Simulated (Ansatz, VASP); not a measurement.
Si: VASP beside Ansatz

```
Si
1.0
    -1.62691    1.62691    1.32033
     1.62691   -1.62691    1.32033
     1.62691    1.62691   -1.32033
Si
1
Direct
  0.00000 0.00000 0.00000
```

This isn't the form of Si at room conditions, which is diamond.

Alike in both runs: task single point; functional LDA; k mesh 26 × 26 × 26; occupations gaussian, width 0.15 eV; no spin polarisation.

|  | VASP | Ansatz |
| --- | --- | --- |
| version | VASP 6.6.1 | Ansatz 0.2.0 |
| potentials or method | VASP PAW LDA potentials, release 64 (Si) | scalar-relativistic, plane waves, PAW |
| plane-wave cutoff (eV) | 520 | 420 |
| valence electrons in the cell | 4 | 4 |

|  | VASP | Ansatz | Ansatz less VASP |
| --- | --- | --- | --- |
| gap on the k mesh at the Fermi level (eV) | none | none | - |
| pressure (GPa) | -0.2 | -0.3 | -0.07 |
| largest component of the traceless stress (GPa) | 0.79 | 0.76 | -0.024 |

A gap of «none» marks a metal or a gap that the smearing closes.
